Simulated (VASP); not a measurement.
Given:

```
CELL_PARAMETERS angstrom
      0.00000     1.94232     1.94232
      1.94232     0.00000     1.94232
      1.94232     1.94232     0.00000
ATOMIC_POSITIONS crystal
  Ir 0.00000 0.00000 0.00000
```

Computed with PW91 GGA, VASP's PBE PAW potentials (set 64) (plane waves; VASP 6.6.1). Settings: 520 eV cut-off, 15×15×15 Γ-centred mesh, first-order Methfessel-Paxton smearing of 0.10 eV, potentials Ir.

Unless said otherwise, spin-orbit coupling is left out, though it shifts the bands of the heavy elements here.

### Question
What does the run give for the energy per atom (σ→0), band gap (on the k-mesh) with the smallest direct gap where there is one?

### Answer

| Property | Value |
|---|---|
| band gap (on the k-mesh) | none (metal, semimetal or under 0.01 eV) |
| energy per atom (σ→0) | -8.813 eV/atom |

Only differences to runs with the same potentials and settings are physical.

The compound is Ir in the fcc structure. It was relaxed first. The start is the result of an earlier pass.
